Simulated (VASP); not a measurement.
Input:

```
CELL_PARAMETERS angstrom
      1.53981    -2.66704     0.00000
      1.53981     2.66704     0.00000
      0.00000     0.00000    10.08163
ATOMIC_POSITIONS crystal
  Si 0.00000 0.00000 0.00030
  Si 0.00000 0.00000 0.50030
  Si 0.66667 0.33333 0.75024
  Si 0.33333 0.66667 0.25024
  C  0.00000 0.00000 0.81284
  C  0.00000 0.00000 0.31284
  C  0.66667 0.33333 0.56224
  C  0.33333 0.66667 0.06224
```

Method: PBEsol GGA, VASP's PBE PAW potentials (set 64) (plane waves; VASP). Settings: 520 eV cut-off, 9×9×3 Γ-centred mesh, tetrahedra with Blöchl corrections, potentials Si C.

The cores are frozen, which limits the accuracy of field gradients.

Problem. Give the principal components of the electric field gradient (V/Å²) and the asymmetry η at each nucleus.

Solution. 
| atom | Vxx | Vyy | Vzz | η |
|---|---|---|---|---|
| Si1 | -1.7 | -1.7 | 3.5 | 0.00 |
| Si2 | -1.7 | -1.7 | 3.5 | 0.00 |
| Si3 | -0.1 | -0.1 | 0.2 | - |
| Si4 | -0.1 | -0.1 | 0.2 | - |
| C5 | -0.3 | -0.3 | 0.6 | 0.00 |
| C6 | -0.3 | -0.3 | 0.6 | 0.00 |
| C7 | -1.1 | -1.1 | 2.1 | 0.00 |
| C8 | -1.1 | -1.1 | 2.1 | 0.00 |

The compound is SiC in the 4h structure. It was relaxed first.
